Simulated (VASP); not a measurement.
OSZICAR of a VASP run on TiCo (CsCl type):

### OSZICAR
```
       N       E                     dE             d eps       ncg     rms          rms(c)
DAV:   1     0.138138528231E+03    0.13814E+03   -0.10105E+04  1568   0.183E+03
DAV:   2    -0.285635144234E+02   -0.16670E+03   -0.16423E+03  1586   0.417E+02
DAV:   3    -0.389970840241E+02   -0.10434E+02   -0.10353E+02  2572   0.112E+02
DAV:   4    -0.393292422701E+02   -0.33216E+00   -0.32777E+00  1930   0.163E+01
DAV:   5    -0.393406307300E+02   -0.11388E-01   -0.11388E-01  2286   0.299E+00    0.249E+01
DAV:   6    -0.411671537972E+02   -0.18265E+01   -0.19483E+02  1608   0.228E+02    0.349E+01
DAV:   7    -0.242489113724E+02    0.16918E+02   -0.37507E+01  2066   0.784E+01    0.892E+00
DAV:   8    -0.239221973627E+02    0.32671E+00   -0.20999E+01  2358   0.511E+01    0.132E+01
DAV:   9    -0.231423797441E+02    0.77982E+00   -0.70005E+00  2382   0.260E+01    0.412E+00
DAV:  10    -0.231422431157E+02    0.13663E-03   -0.99057E-02  1694   0.313E+00    0.404E+00
DAV:  11    -0.234424726682E+02   -0.30023E+00   -0.14211E+00  1844   0.115E+01    0.374E+00
DAV:  12    -0.232422164705E+02    0.20026E+00   -0.11255E+00  1840   0.142E+01    0.315E+00
DAV:  13    -0.233026319722E+02   -0.60416E-01   -0.50923E-01  1910   0.100E+01    0.236E+00
DAV:  14    -0.231839198195E+02    0.11871E+00   -0.18060E-01  1702   0.569E+00    0.159E+00
DAV:  15    -0.231556356989E+02    0.28284E-01   -0.44048E-02  2174   0.187E+00    0.965E-01
DAV:  16    -0.231458986875E+02    0.97370E-02   -0.26952E-02  2052   0.120E+00    0.947E-01
DAV:  17    -0.231397697148E+02    0.61290E-02   -0.11491E-02  1992   0.150E+00    0.634E-01
DAV:  18    -0.231344872446E+02    0.52825E-02   -0.15109E-02  1882   0.133E+00    0.277E-01
DAV:  19    -0.231334299615E+02    0.10573E-02   -0.88292E-03  2044   0.120E+00    0.580E-02
DAV:  20    -0.231333553727E+02    0.74589E-04   -0.38806E-04  2048   0.216E-01    0.791E-02
DAV:  21    -0.231332979950E+02    0.57378E-04   -0.11553E-04  1818   0.131E-01    0.590E-02
DAV:  22    -0.231332541252E+02    0.43870E-04   -0.13002E-04  1790   0.170E-01    0.226E-02
DAV:  23    -0.231332538493E+02    0.27586E-06   -0.54431E-05  1886   0.736E-02    0.216E-02
DAV:  24    -0.231332503786E+02    0.34707E-05   -0.11547E-05  1986   0.345E-02    0.171E-02
DAV:  25    -0.231332473903E+02    0.29884E-05   -0.21525E-05  1806   0.716E-02    0.304E-03
DAV:  26    -0.231332510390E+02   -0.36487E-05   -0.12601E-06  1066   0.123E-02    0.223E-03
DAV:  27    -0.231332496582E+02    0.13808E-05   -0.13269E-06  1154   0.115E-02    0.182E-03
DAV:  28    -0.231332476022E+02    0.20560E-05   -0.32659E-07   790   0.771E-03    0.759E-04
DAV:  29    -0.231332467789E+02    0.82326E-06   -0.95420E-08   784   0.336E-03
   1 F= -.23133247E+02 E0= -.23132964E+02  d E =-.231332E+02
```

Question: Which electronic solver shows in the log?

Answer: It is blocked Davidson (ALGO = Normal, or the opening steps of other solvers). The INCAR had ALGO = Normal.

Question: How was spin treated?

Answer: Without spin polarisation: there is no mag entry.

Question: Can the final energy be trusted as converged?

Answer: Self-consistency was reached. It stopped with EDIFF = 1E-6, NELM = 100, NSW = 60 and EDIFFG = -0.01 after 1 ionic step (MS2 meta-GGA, plane waves, VASP's PBE PAW potentials (set 64)).

The compound is TiCo in the CsCl type structure. It was relaxed first. The start is the result of an earlier pass. The run is not spin-polarised, so no magnetic state was tried. The electron count is odd and the run is not spin-polarised, which forces a metal.
